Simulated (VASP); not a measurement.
Calculation: r2SCAN meta-GGA, VASP's PBE PAW potentials (set 64) (plane waves; VASP 6.6.1).

VASP ran on this input.

File POSCAR:
```
TiO2
1
    2.9808021627    -0.0000000000    -0.0000000000
   -1.4904010814     2.5814508958     0.0000000000
    0.0000000000     0.0000000000     4.7211184818
Ti O
1 2
Direct
  0.0000000000   0.0000000000   0.0000000000
  0.3333330000   0.6666670000   0.2025019653
  0.6666670000   0.3333330000   0.7974980347
```

File KPOINTS_OPT:
```
k-points along high-symmetry lines
6
Line-mode
Reciprocal
  0.000000   0.000000   0.000000 ! GAMMA
  0.500000   0.000000   0.000000 ! M

  0.500000   0.000000   0.000000 ! M
  0.333333   0.333333   0.000000 ! K

  0.333333   0.333333   0.000000 ! K
  0.000000   0.000000   0.000000 ! GAMMA

  0.000000   0.000000   0.000000 ! GAMMA
  0.000000   0.000000   0.500000 ! A

  0.000000   0.000000   0.500000 ! A
  0.500000   0.000000   0.500000 ! L

  0.500000   0.000000   0.500000 ! L
  0.333333   0.333333   0.500000 ! H

  0.333333   0.333333   0.500000 ! H
  0.000000   0.000000   0.500000 ! A

  0.500000   0.000000   0.500000 ! L
  0.500000   0.000000   0.000000 ! M

  0.333333   0.333333   0.500000 ! H
  0.333333   0.333333   0.000000 ! K
```

File KPOINTS:
```
Regular mesh
0
Gamma
10 10 5
0 0 0
```

### INCAR
```
SYSTEM=TiO2
PREC=Accurate; ENCUT=520; LREAL=.FALSE.
LASPH=.TRUE.
EDIFF=1E-7; NELM=100; ALGO=Normal
LMAXMIX=4; LMIXTAU=.TRUE.
ISMEAR=-5
METAGGA=R2SCAN
ISIF=2
LWAVE=.FALSE.; LCHARG=.FALSE.; LORBIT=11
NEDOS=601
LEFG=.TRUE.
```

POTCAR, in this order: Ti_sv O (PBE.64 set). Program: vasp_std.

The path is coarsely sampled, so an indirect gap can come out somewhat too large.

Task: What does the run give for the energy per atom (σ→0), band gap (over mesh and band path)?

Result: 
```yaml
energy per atom (σ→0): -11.470 eV/atom
band gap (over mesh and band path): 2.97 eV
```

**OSZICAR**
```
...
DAV:  24    -0.344089799287E+02   -0.58755E-05   -0.59214E-07  1904   0.680E-03    0.192E-03
DAV:  25    -0.344089766818E+02    0.32469E-05   -0.13298E-07  1192   0.446E-03    0.515E-04
DAV:  26    -0.344089787580E+02   -0.20761E-05   -0.33865E-08   992   0.174E-03    0.328E-04
DAV:  27    -0.344089783288E+02    0.42918E-06   -0.65300E-09   968   0.816E-04    0.246E-04
DAV:  28    -0.344089785335E+02   -0.20465E-06   -0.37746E-09   984   0.613E-04    0.109E-04
DAV:  29    -0.344089785146E+02    0.18887E-07   -0.12166E-09   968   0.422E-04
   1 F= -.34408979E+02 E0= -.34408979E+02  d E =0.000000E+00
       N       E                     dE             ncg
```

The structure was generated: TiO2 was put into the CdI2 type (P-3m1), which need not be its known phase. It was relaxed first, which changed the volume by +18 %.
